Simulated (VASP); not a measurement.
Input:

```
CELL_PARAMETERS angstrom
     -1.72232     1.72232     1.72232
      1.72232    -1.72232     1.72232
      1.72232     1.72232    -1.72232
ATOMIC_POSITIONS crystal
  Nb 0.00000 0.00000 0.00000
```

Computed with vdW-DF2, VASP's PBE PAW potentials (set 64) (plane waves; VASP 6.6.1). Numerical set-up: 520 eV cut-off, 15×15×15 Γ-centred mesh, first-order Methfessel-Paxton smearing of 0.10 eV, potentials Nb_sv.

### Question
Give the stress tensor in GPa (positive for a compressed cell).

### Answer

```
-8.24   0.00   0.00
 0.00  -8.24   0.00
 0.00   0.00  -8.24
```
The pressure is its mean diagonal, -8.24 GPa.

The compound is Nb in the bcc structure. This cell is one point of a volume scan, at 1.06 of the reference volume.
